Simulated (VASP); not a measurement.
VASP runs on Bi₂Te₃ (space group R-3m) share one base input (PBE GGA, plane waves, VASP's PBE PAW potentials (set 64)) and change the settings named in each case.

### POSCAR
```
Bi2Te3
1
    2.1975000000     1.2687270000    10.1466670000
   -2.1975000000     1.2687270000    10.1466670000
    0.0000000000    -2.5374540000    10.1466670000
Bi Te
2 3
Direct
  0.4004600000   0.4004600000   0.4004600000
  0.5995400000   0.5995400000   0.5995400000
  0.0000000000   0.0000000000   0.0000000000
  0.7903000000   0.7903000000   0.7903000000
  0.2097000000   0.2097000000   0.2097000000
```

### KPOINTS
```
Automatic mesh
0
Gamma
4 4 4
0 0 0
```

**INCAR**
```
SYSTEM = Bi2Te3
PREC = Accurate
ENCUT = 300
EDIFF = 1E-6
NELM = 100
ALGO = Normal
LREAL = .FALSE.
LASPH = .TRUE.
ISMEAR = -1
SIGMA = 0.1
GGA = PE
LMAXMIX = 4
LWAVE = .FALSE.
LCHARG = .FALSE.
ISIF = 2
```

POTCAR, in this order: Bi_d Te (PBE.64 set). Program: vasp_std.

```tsv
change	E(σ→0) (eV/atom)	pressure (GPa)	largest force (eV/Å)	−TS (eV)
base run	-3.6670	1.67	0.142	-0.0082
GGA removed, POTCAR Bi_d Te (LDA.64 set)	-4.3144	[?]	[?]	[?]
GGA_COMPAT = .FALSE., LNONCOLLINEAR = .TRUE., LSORBIT = .TRUE., MAGMOM = 0.0 0.0 0.0 0.0 0.0 0.0 0.0 0.0 0.0 0.0 0.0 0.0 0.0 0.0 0.0, program vasp_ncl	-4.0031	[?]	[?]	[?]
KPOINTS 1×1×1 Γ-centred mesh	0.1245	28.28	1.428	-0.2634
```

### Question
Some entries are withheld; supply them.

### Answer

- GGA_COMPAT = .FALSE., LNONCOLLINEAR = .TRUE., LSORBIT = .TRUE., MAGMOM = 0.0 0.0 0.0 0.0 0.0 0.0 0.0 0.0 0.0 0.0 0.0 0.0 0.0 0.0 0.0, program vasp_ncl, pressure (GPa): 2.00
- GGA_COMPAT = .FALSE., LNONCOLLINEAR = .TRUE., LSORBIT = .TRUE., MAGMOM = 0.0 0.0 0.0 0.0 0.0 0.0 0.0 0.0 0.0 0.0 0.0 0.0 0.0 0.0 0.0, program vasp_ncl, largest force (eV/Å): 0.185
- GGA_COMPAT = .FALSE., LNONCOLLINEAR = .TRUE., LSORBIT = .TRUE., MAGMOM = 0.0 0.0 0.0 0.0 0.0 0.0 0.0 0.0 0.0 0.0 0.0 0.0 0.0 0.0 0.0, program vasp_ncl, −TS (eV): -0.0312
- GGA removed, POTCAR Bi_d Te (LDA.64 set), pressure (GPa): -1.88
- GGA removed, POTCAR Bi_d Te (LDA.64 set), largest force (eV/Å): 0.100
- GGA removed, POTCAR Bi_d Te (LDA.64 set), −TS (eV): -0.0100

Energies of different potentials or functionals have different zeros.  Unless said otherwise, spin-orbit coupling is left out, though it shifts the bands of the heavy elements here. At 300 eV the pressure can carry a Pulay error.

Left out are runs that ran out of time, are held back, or changed the cell or the kind of run, fixed moments of cells without a moment, rows past the twelfth, gaps on odd meshes, pressures of charged cells and columns that move by less than the noise.

The structure comes from a measured Bi2Te3 entry of the Crystallography Open Database, whose conditions weren't checked. The cell was not relaxed at this level, forces remain on its atoms.
